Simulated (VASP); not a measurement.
# Si16B (a cell with a defect) in VASP: further runs, part 2 of 2

VASP 6.6.1. The steps go on from the part before.

## Step 3: Single point, PBEsol, collinear spin, zero start

Contents of INCAR:

```
SYSTEM = Si16B
PREC = Accurate
ENCUT = 520
EDIFF = 1E-6
ISMEAR = -1
SIGMA = 0.05
LREAL = Auto
LASPH = .TRUE.
NELM = 150
ALGO = Normal
ISIF = 2
LWAVE = .FALSE.
LCHARG = .TRUE.
ISPIN = 2
MAGMOM = 0 0 0 0 0 0 0 0 0 0 0 0 0 0 0 0 0
LORBIT = 11
GGA = PS
LELF = .TRUE.
LVHAR = .TRUE.
NBANDS = 52
```

Contents of KPOINTS:

```
Automatic mesh
0
G
  2 2 2
  0 0 0
```

Contents of POSCAR:

```
Si16B
1.0
    0.0000000000      5.4300000000      5.4300000000
    5.4300000000      0.0000000000      5.4300000000
    5.4300000000      5.4300000000      0.0000000000
Si B
16 1
Direct
    0.0018792818      0.0089523941      0.0020356354
    0.1315002762      0.1333439227      0.1220746777
    0.0302458564      0.0097963168      0.4938546961
    0.1150696133      0.1615300184      0.6296232044
    0.0097198895      0.5079003683     -0.0134178637
    0.1166269797      0.6360658379      0.1248551565
   -0.0105668508      0.5492228361      0.4952344383
    0.1590597606      0.6346054328      0.6146967772
    0.5043063536     -0.0075404236      0.0022291897
    0.6287746777      0.1235444751      0.1183676796
    0.4892395948      0.0068587477      0.4859941068
    0.6617837017      0.0737194291      0.6342954880
    0.4889023020      0.4951087477      0.0082581031
    0.6370746777      0.6206501842      0.1055868324
    0.5294589319      0.4619491713      0.4799911602
    0.5866193370      0.6118823204      0.6399075506
    0.7288460405      0.7847567219      0.6180248619
```

Potentials or basis: VASP PAW PBE potentials, release 64 (Si, B).

Command:

```bash
$ cat potpaw_PBE.64/Si/POTCAR potpaw_PBE.64/B/POTCAR > POTCAR
$ mpirun -np 1 vasp_std > vasp.out
```

Wall time 6.3 min (1 thread of AMD EPYC 9R14 (Zen 4), shared host); peak memory 0.67 GiB.

Results (log left out):

```yaml
Free_energy: -94.4246 eV
Pressure: 0.7 GPa
Largest_force: 0.182 eV/Å
Band_gap_on_the_k_mesh: none (metal or under the smearing width)
Net_moment: 0.00 μB per cell
Valence_electrons_inside_the_program's_atomic_spheres: Si 1.70, 1.69, 1.67, 1.66, 1.71; B 1.79
```

Forces in eV/Å, atoms in the order of the input:
```
Si   0.024  0.010 -0.020
Si   0.018  0.017 -0.016
Si   0.004  0.040 -0.010
Si   0.067 -0.018 -0.005
Si  -0.013  0.009  0.011
Si   0.015  0.005 -0.010
Si   0.058  0.013  0.056
Si  -0.036  0.080  0.062
Si  -0.005  0.004 -0.022
Si  -0.002 -0.018 -0.007
Si   0.009 -0.042 -0.040
Si  -0.045  0.022 -0.024
Si   0.027  0.008 -0.015
Si  -0.018  0.010  0.013
Si  -0.048  0.071  0.022
Si   0.023 -0.057 -0.055
B   -0.079 -0.153  0.057
```

Stress tensor (GPa, compression positive):
```
-0.83  1.47 -1.36
 1.47  1.50  0.39
-1.36  0.39  1.53
```

Levels at points of the mesh, in eV from the Fermi level:
Spin up:
```
           k point  band 30  band 31  band 32  band 33  band 34  band 35  band 36  band 37
(0.00, 0.00, 0.00)    -1.19    -1.02    -0.61    -0.46    -0.27     0.05     0.16     0.29
(0.50, 0.00, 0.00)    -1.39    -1.23    -1.01    -0.72     0.09     0.46     0.97     0.98
(0.00, 0.50, 0.00)    -1.32    -1.27    -1.13    -0.77    -0.49     0.45     1.05     1.12
(0.00, 0.00, 0.50)    -1.35    -1.13    -1.11    -0.34     0.31     0.34     1.04     1.07
(0.50, 0.50, 0.50)    -1.37    -1.20    -1.13    -0.54    -0.03     0.28     0.97     1.12
(0.50, 0.50, 0.00)    -1.76    -1.71    -1.60    -0.28     0.16     0.59     1.27     1.53
(0.00, 0.50, 0.50)    -1.80    -1.66    -1.62    -0.67    -0.10     0.60     1.26     1.51
(0.50, 0.00, 0.50)    -1.84    -1.67    -1.62    -0.25     0.24     0.76     1.19     1.41
```
Spin down:
```
           k point  band 31  band 32  band 33  band 34  band 35  band 36
(0.00, 0.00, 0.00)    -1.02    -0.61    -0.46    -0.27     0.05     0.16
(0.50, 0.00, 0.00)    -1.23    -1.01    -0.72     0.09     0.46     0.97
(0.00, 0.50, 0.00)    -1.27    -1.13    -0.77    -0.49     0.45     1.05
(0.00, 0.00, 0.50)    -1.13    -1.11    -0.34     0.31     0.34     1.04
(0.50, 0.50, 0.50)    -1.20    -1.13    -0.54    -0.03     0.28     0.97
(0.50, 0.50, 0.00)    -1.71    -1.60    -0.28     0.16     0.59     1.27
(0.00, 0.50, 0.50)    -1.66    -1.62    -0.67    -0.10     0.60     1.26
(0.50, 0.00, 0.50)    -1.67    -1.62    -0.25     0.24     0.76     1.19
```

Caveat: the k mesh is coarse (spacing up to 0.50 Å⁻¹), so the values aren't converged; the PAW data sets were made with another functional, which shifts forces and pressure a little.

## Step 4: Single point, PBEsol, collinear spin, zero start

Contents of INCAR:

```
PREC = Accurate ; ENCUT = 520
EDIFF = 1E-6 ; ISMEAR = -1
SIGMA = 0.05 ; LREAL = Auto
LASPH = True ; NELM = 150
ALGO = Normal ; ISIF = 2
LWAVE = False ; LCHARG = False
ISPIN = 2 ; MAGMOM = 0 0 0 0 0 0 0 0 0 0 0 0 0 0 0 0 0
LORBIT = 11 ; GGA = PS
NBANDS = 52
```

Contents of KPOINTS:

```
Automatic mesh
0
Gamma
  2 2 2
```

Contents of POSCAR:

```
Si16B
1.0
    0.0000000000      5.4300000000      5.4300000000
    5.4300000000      0.0000000000      5.4300000000
    5.4300000000      5.4300000000      0.0000000000
Si B
16 1
Direct
    0.0044788214      0.0041616943     -0.0012366483
    0.1312967772      0.1315919890      0.1187476059
    0.0123812155      0.0126893186      0.4902723757
    0.1322829650      0.1320363720      0.6243050645
   -0.0023025783      0.5042202578      0.0003211786
    0.1237220074      0.6301674954      0.1215814917
   -0.0019546961      0.5083174954      0.4941211786
    0.1084548803      0.6407110497      0.6282554328
    0.5039104972     -0.0019812155      0.0003195212
    0.6304523020      0.1237537753      0.1212644567
    0.5083831492     -0.0017234807      0.4936348987
    0.6404757827      0.1087964088      0.6282719153
    0.4972384899      0.4972208103      0.0037714549
    0.6253947514      0.6256814917      0.1195442910
    0.4917877532      0.4923492634      0.4951111418
    0.6171164825      0.6166398711      0.6297888582
    0.7638354512      0.7657161142      0.6574945672
```

Command:

```bash
$ cat potpaw_PBE.64/Si/POTCAR potpaw_PBE.64/B/POTCAR > POTCAR
$ mpirun -np 1 vasp_std > vasp.out
```

It took 5.4 min on 1 thread of AMD EPYC 9R14 (Zen 4), shared host; peak memory 0.67 GiB.

Results (log left out):

- Free energy: -94.3639 eV
- Pressure: 1.2 GPa
- Largest force: 0.025 eV/Å
- Band gap on the k mesh: none (metal or under the smearing width)
- Net moment: 0.00 μB per cell
- Valence electrons inside the program's atomic spheres: Si 1.70, 1.69, 1.67, 1.68; B 1.65

Forces on the atoms (eV/Å):
```
Si   0.001  0.000 -0.005
Si  -0.002 -0.002  0.004
Si  -0.005  0.002 -0.006
Si   0.003 -0.005  0.008
Si   0.001 -0.001  0.004
Si  -0.004  0.010 -0.001
Si  -0.005 -0.004  0.000
Si  -0.010  0.005 -0.003
Si  -0.001  0.004  0.001
Si   0.006 -0.005  0.003
Si  -0.009  0.008 -0.009
Si   0.011 -0.015  0.000
Si  -0.003 -0.005  0.005
Si  -0.005 -0.006  0.001
Si   0.004  0.006  0.007
Si   0.002 -0.006  0.005
B    0.014  0.016 -0.014
```

Stress tensor (GPa, compression positive):
```
 1.18  0.57 -0.37
 0.57  1.20 -0.34
-0.37 -0.34  1.20
```

Levels at points of the mesh, in eV from the Fermi level:
Spin up:
| k point | band 30 | band 31 | band 32 | band 33 | band 34 | band 35 | band 36 | band 37 |
| --- | --- | --- | --- | --- | --- | --- | --- | --- |
| (0.00, 0.00, 0.00) | -1.48 | -0.93 | -0.47 | -0.36 | -0.25 | 0.17 | 0.19 | 0.24 |
| (0.50, 0.00, 0.00) | -1.25 | -1.22 | -1.11 | -0.95 | -0.07 | 0.31 | 1.01 | 1.06 |
| (0.00, 0.50, 0.00) | -1.25 | -1.21 | -1.12 | -0.94 | -0.08 | 0.31 | 1.01 | 1.06 |
| (0.00, 0.00, 0.50) | -1.21 | -1.15 | -1.11 | -1.05 | 0.22 | 0.80 | 1.04 | 1.07 |
| (0.50, 0.50, 0.50) | -1.30 | -1.25 | -1.06 | -0.83 | -0.24 | 0.32 | 1.01 | 1.13 |
| (0.50, 0.50, 0.00) | -1.75 | -1.69 | -1.66 | -0.58 | 0.07 | 0.62 | 1.25 | 1.42 |
| (0.00, 0.50, 0.50) | -1.83 | -1.69 | -1.66 | -0.55 | 0.14 | 0.64 | 1.20 | 1.37 |
| (0.50, 0.00, 0.50) | -1.83 | -1.70 | -1.66 | -0.55 | 0.15 | 0.64 | 1.19 | 1.37 |
Spin down:
```csv
k point,band 31,band 32,band 33,band 34,band 35,band 36
"(0.00, 0.00, 0.00)",-0.93,-0.47,-0.36,-0.25,0.17,0.19
"(0.50, 0.00, 0.00)",-1.22,-1.11,-0.95,-0.07,0.31,1.01
"(0.00, 0.50, 0.00)",-1.21,-1.12,-0.94,-0.08,0.31,1.01
"(0.00, 0.00, 0.50)",-1.15,-1.11,-1.05,0.22,0.80,1.04
"(0.50, 0.50, 0.50)",-1.25,-1.06,-0.83,-0.24,0.32,1.01
"(0.50, 0.50, 0.00)",-1.69,-1.66,-0.58,0.07,0.62,1.25
"(0.00, 0.50, 0.50)",-1.69,-1.66,-0.55,0.14,0.64,1.20
"(0.50, 0.00, 0.50)",-1.70,-1.66,-0.55,0.15,0.64,1.19
```

Caveat: the k mesh is coarse (spacing up to 0.50 Å⁻¹), so the values aren't converged; the PAW data sets were made with another functional, which shifts forces and pressure a little.
